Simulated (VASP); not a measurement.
Consider the following.

```
CELL_PARAMETERS angstrom
      2.98216     0.00000     0.00000
     -1.49108     2.58263     0.00000
      0.00000     0.00000     9.69463
ATOMIC_POSITIONS crystal
  Ag 0.00000 0.00000 0.00000
  Ag 0.00000 0.00000 0.50000
  Ag 0.33333 0.66667 0.25000
  Ag 0.66667 0.33333 0.75000
```

The numbers are results of LDA (Ceperley-Alder, Perdew-Zunger), VASP's LDA PAW potentials (set 64) (plane waves; VASP), not measurements. Numerical set-up: 300 eV cut-off, 13×13×4 Γ-centred mesh, Fermi-Dirac smearing of 0.10 eV, potentials Ag.

At this cut-off the stress carries a Pulay error, which pulls relaxed volumes low.

**Question.** Predict the energy per atom (σ→0), pressure, band gap (on the k-mesh) with the smallest direct gap where there is one.

**Answer.** 
```
Property                                                     Value
------------------------  ----------------------------------------
band gap (on the k-mesh)  none (metal, semimetal or under 0.01 eV)
energy per atom (σ→0)                               -3.656 eV/atom
pressure                                                -13.71 GPa
```

The absolute energy has meaning only against runs of the same code, potentials and settings.

The structure comes from a computed database's Ag entry (P6_3/mmc); how it stands against other phases isn't given here. The cell was not relaxed at this level.
